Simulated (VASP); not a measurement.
Computed with PBE GGA, VASP's PBE PAW potentials (set 64) (plane waves; VASP).

A VASP calculation is set up with these files.

INCAR:
```
SYSTEM = Be
PREC = Accurate
ENCUT = 300
EDIFF = 1E-6
NELM = 100
ALGO = Normal
LREAL = .FALSE.
LASPH = .TRUE.
ISMEAR = -1
SIGMA = 0.1
GGA = PE
LWAVE = .FALSE.
LCHARG = .FALSE.
ISIF = 2
```

**KPOINTS**
```
Automatic mesh
0
Gamma
11 11 6
0 0 0
```

**KPOINTS_OPT**
```
k-points along high-symmetry lines
6
Line-mode
Reciprocal
  0.000000   0.000000   0.000000 ! GAMMA
  0.000000   0.500000   0.000000 ! M

  0.000000   0.500000   0.000000 ! M
 -0.333333   0.666667   0.000000 ! K

 -0.333333   0.666667   0.000000 ! K
  0.000000   0.000000   0.000000 ! GAMMA

  0.000000   0.000000   0.000000 ! GAMMA
  0.000000   0.000000   0.500000 ! A

  0.000000   0.000000   0.500000 ! A
  0.000000   0.500000   0.500000 ! L

  0.000000   0.500000   0.500000 ! L
 -0.333333   0.666667   0.500000 ! H

 -0.333333   0.666667   0.500000 ! H
  0.000000   0.000000   0.500000 ! A

  0.000000   0.500000   0.500000 ! L
  0.000000   0.500000   0.000000 ! M

 -0.333333   0.666667   0.500000 ! H
 -0.333333   0.666667   0.000000 ! K
```

**POSCAR**
```
Be
1
    1.1450000000    -1.9831980000     0.0000000000
    1.1450000000     1.9831980000     0.0000000000
    0.0000000000     0.0000000000     3.5800000000
Be
2
Direct
  0.3333330000   0.6666670000   0.2500000000
  0.6666670000   0.3333330000   0.7500000000
```

POTCAR, in this order: Be (PBE.64 set). Program: vasp_std.

At this cut-off the stress carries a Pulay error, which pulls relaxed volumes low.

**Question.** Estimate the energy per atom (σ→0), pressure, band gap (over mesh and band path).

**Answer.** 
| Quantity | Result |
|---|---|
| energy per atom (σ→0) | -3.755 eV/atom |
| band gap (over mesh and band path) | none (metal, semimetal or under 0.01 eV) |
| pressure | -2.97 GPa |

OSZICAR:
```
...
DAV:   4    -0.757437422166E+01   -0.67745E-05   -0.67750E-05  1074   0.585E-02
DAV:   5    -0.757437423714E+01   -0.15480E-07   -0.14977E-07  1038   0.115E-03    0.118E+00
DAV:   6    -0.753111567553E+01    0.43259E-01   -0.53177E-03   870   0.940E-01    0.720E-01
DAV:   7    -0.751336700606E+01    0.17749E-01   -0.59768E-03   906   0.974E-01    0.259E-02
DAV:   8    -0.751334854140E+01    0.18465E-04   -0.11114E-05  1062   0.360E-02    0.878E-03
DAV:   9    -0.751334775657E+01    0.78482E-06   -0.23968E-06   966   0.181E-02
   1 F= -.75133478E+01 E0= -.75093466E+01  d E =-.800223E-02
       N       E                     dE             ncg
```

The structure is a typed Be crystal (P6_3/mmc). The cell was not relaxed at this level.
